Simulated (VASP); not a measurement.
These are PBEsol GGA, VASP's PBE PAW potentials (set 64) (plane waves; VASP) values and carry that method's errors.

VASP ran on this input.

KPOINTS:
```
Automatic mesh
0
Gamma
7 7 7
0 0 0
```

POSCAR:
```
KBr
1.0
  0.0000000000   3.3016500000   3.3016500000
  3.3016500000   0.0000000000   3.3016500000
  3.3016500000   3.3016500000   0.0000000000
K Br
1 1
Cartesian
  0.0000000000   0.0000000000   0.0000000000
  3.3016500000   3.3016500000   3.3016500000
```

INCAR:
```
SYSTEM = KBr
PREC = Accurate; ENCUT = 300; LREAL = .FALSE.
LASPH = .TRUE.
EDIFF = 1E-6; NELM = 100; ALGO = Normal
LMAXMIX = 4
ISMEAR = -1; SIGMA = 0.05
GGA = PS
ISIF = 2
LWAVE = .FALSE.; LCHARG = .FALSE.
```

POTCAR, in this order: K_sv Br (PBE.64 set). Program: vasp_std.

Output

**OSZICAR**
```
       N       E                     dE             d eps       ncg     rms          rms(c)
DAV:   1     0.682634635867E+02    0.68263E+02   -0.51605E+03   480   0.764E+02
DAV:   2    -0.259705812132E+01   -0.70861E+02   -0.66504E+02   628   0.210E+02
DAV:   3    -0.649997372087E+01   -0.39029E+01   -0.38884E+01   608   0.451E+01
DAV:   4    -0.662465506914E+01   -0.12468E+00   -0.12458E+00   796   0.778E+00
DAV:   5    -0.662709056646E+01   -0.24355E-02   -0.24355E-02   640   0.875E-01    0.316E+00
DAV:   6    -0.646560622485E+01    0.16148E+00   -0.26166E-01   564   0.277E+00    0.235E+00
DAV:   7    -0.645277177518E+01    0.12834E-01   -0.11684E-01   600   0.200E+00    0.112E+00
DAV:   8    -0.646018435468E+01   -0.74126E-02   -0.13117E-02   656   0.935E-01    0.141E-01
DAV:   9    -0.646057508355E+01   -0.39073E-03   -0.49494E-04   636   0.144E-01    0.808E-02
DAV:  10    -0.646101857608E+01   -0.44349E-03   -0.51308E-04   548   0.154E-01    0.212E-02
DAV:  11    -0.646101937542E+01   -0.79934E-06   -0.11209E-05   660   0.209E-02    0.560E-03
DAV:  12    -0.646102183657E+01   -0.24611E-05   -0.22877E-06   556   0.122E-02    0.128E-03
DAV:  13    -0.646102222385E+01   -0.38728E-06   -0.56343E-07   448   0.490E-03
   1 F= -.64610222E+01 E0= -.64610222E+01  d E =-.890999E-10
```

File OUTCAR:
```
------------------------ aborting loop because EDIFF is reached ----------------------------------------
  FORCE on cell =-STRESS in cart. coord.  units (eV):
  Direction    XX          YY          ZZ          XY          YZ          ZX
  --------------------------------------------------------------------------------------
  Total       -0.1791970     -0.1791970     -0.1791970     -0.0000000      0.0000000     -0.0000000
  in kB       -3.9885784     -3.9885784     -3.9885784     -0.0000000      0.0000000     -0.0000000
  external PRESSURE =      -3.9885784 kB  Pullay stress =       0.0000000 kB
  volume of cell :       71.98
      direct lattice vectors                 reciprocal lattice vectors
     0.000000000  3.301650000  3.301650000    -0.151439432  0.151439432  0.151439432
     3.301650000  0.000000000  3.301650000     0.151439432 -0.151439432  0.151439432
     3.301650000  3.301650000  0.000000000     0.151439432  0.151439432 -0.151439432
  FREE ENERGIE OF THE ION-ELECTRON SYSTEM (eV)
  ---------------------------------------------------
  free  energy   TOTEN  =        -6.4610222239 eV

  energy  without entropy=       -6.4610222238  energy(sigma->0) =       -6.46102222
```
(Selected blocks of OUTCAR.)

At this cut-off the stress carries a Pulay error, which pulls relaxed volumes low.

The structure is a typed KBr crystal (Fm-3m). The cell was not relaxed at this level. The run is one of a series of settings (GGA = PS against the base run), some of them coarse on purpose.
